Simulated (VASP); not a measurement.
Input:

```
CELL_PARAMETERS angstrom
      1.90526    -3.30000     0.00000
      1.90526     3.30000     0.00000
      0.00000     0.00000     6.89627
ATOMIC_POSITIONS crystal
  Zr 0.00000 0.00000 0.00000
  Se 0.33333 0.66667 0.22867
  Se 0.66667 0.33333 0.77133
```

Computed with PBE GGA, VASP's PBE PAW potentials (set 64) (plane waves; VASP). Numerical set-up: 520 eV cut-off, 6×6×4 Γ-centred mesh, Gaussian smearing of 0.050 eV, potentials Zr_sv Se.

Without a dispersion term in the relaxation, distances and binding between the weakly bound layers, chains or molecules are unreliable, and so is what depends on them.

Question: Estimate the energy per atom (σ→0), band gap (on the k-mesh) with the smallest direct gap where there is one.

Answer: 
```json
{
 "band gap (on the k-mesh)": "0.44 eV",
 "smallest direct gap (on the k-mesh)": "1.11 eV",
 "energy per atom (σ→0)": "-6.528 eV/atom"
}
```

The compound is ZrSe2 in the 1T layered structure. It was relaxed first, which changed the volume by +15 %.
